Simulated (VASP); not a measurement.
Data:

```
CELL_PARAMETERS angstrom
      0.00000     2.16197     2.16197
      2.16197     0.00000     2.16197
      2.16197     2.16197     0.00000
ATOMIC_POSITIONS crystal
  Al 0.00000 0.00000 0.00000
  N  0.25000 0.25000 0.25000
```

Level of theory: r2SCAN meta-GGA, VASP's PBE PAW potentials (set 64) (plane waves; VASP 6.6.1). Run with 600 eV cut-off, 10×10×10 Γ-centred mesh, Gaussian smearing of 0.050 eV, potentials Al N.

### Question
Give the stress tensor in GPa (positive for a compressed cell).

### Answer

```
6.77  0.00  0.00
0.00  6.77  0.00
0.00  0.00  6.77
```
The pressure is its mean diagonal, 6.77 GPa.

The compound is AlN in the zinc blende structure, a metastable form; wurtzite is the usual one. This cell was strained or had an atom moved on purpose.
